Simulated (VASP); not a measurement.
Computed with PBEsol GGA, VASP's PBE PAW potentials (set 64) (plane waves; VASP).

A VASP calculation is set up with these files.

**KPOINTS**
```
Automatic mesh
0
Gamma
14 14 14
0 0 0
```

INCAR:
```
! general
SYSTEM  = Na
PREC    = Accurate
ENCUT   = 500
LREAL   = .FALSE.
LASPH   = .TRUE.

! electronic loop
EDIFF   = 1E-6
NELM    = 100
ALGO    = Normal

! smearing
ISMEAR  = 1
SIGMA   = 0.1

! functional
GGA     = PS

! ions
IBRION  = 2
NSW     = 40
ISIF    = 3
EDIFFG  = -0.02
PSTRESS = 200

! output
LWAVE   = .FALSE.
LCHARG  = .FALSE.
```

File POSCAR:
```
Na
1
   -1.7652622277     1.7652622277     1.7652622277
    1.7652622277    -1.7652622277     1.7652622277
    1.7652622277     1.7652622277    -1.7652622277
Na
1
Direct
  0.0000000000   0.0000000000   0.0000000000
```

POTCAR, in this order: Na_pv (PBE.64 set). Program: vasp_std.

Question: What will the output report for the number of irreducible k-points (NKPTS), largest plane-wave count, number of space-group operations, FFT grid (NGX, NGY, NGZ)?

Answer: 
The number of irreducible k-points (NKPTS) is 104 and the largest plane-wave count is 586. The number of space-group operations comes out as 48 and the FFT grid (NGX, NGY, NGZ) is 24 × 24 × 24.

The compound is Na in the bcc structure. This run relaxes it under an external pressure of 20 GPa. Symmetry was kept, so distortions that lower it aren't found.
